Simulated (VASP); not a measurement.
Here is the system:

```
CELL_PARAMETERS angstrom
      1.52051    -2.63361     0.00000
      1.52051     2.63361     0.00000
      0.00000     0.00000     3.30887
ATOMIC_POSITIONS crystal
  Ti 0.00000 0.00000 0.00000
  B  0.33333 0.66667 0.50000
  B  0.66667 0.33333 0.50000
```

These are vdW-DF2, VASP's PBE PAW potentials (set 64) (plane waves; VASP 6.6.1) values and carry that method's errors. Settings: 520 eV cut-off, 13×13×10 Γ-centred mesh, tetrahedra with Blöchl corrections, potentials Ti_sv B.

### Question
What does the run give for the energy per atom (σ→0), band gap (on the k-mesh) with the smallest direct gap where there is one?

### Answer

```
Quantity                                                     Value
------------------------  ----------------------------------------
band gap (on the k-mesh)  none (metal, semimetal or under 0.01 eV)
energy per atom (σ→0)                               -6.031 eV/atom
```

The absolute energy has meaning only against runs of the same code, potentials and settings.

The compound is TiB2 in the AlB2 type structure. It was relaxed first.
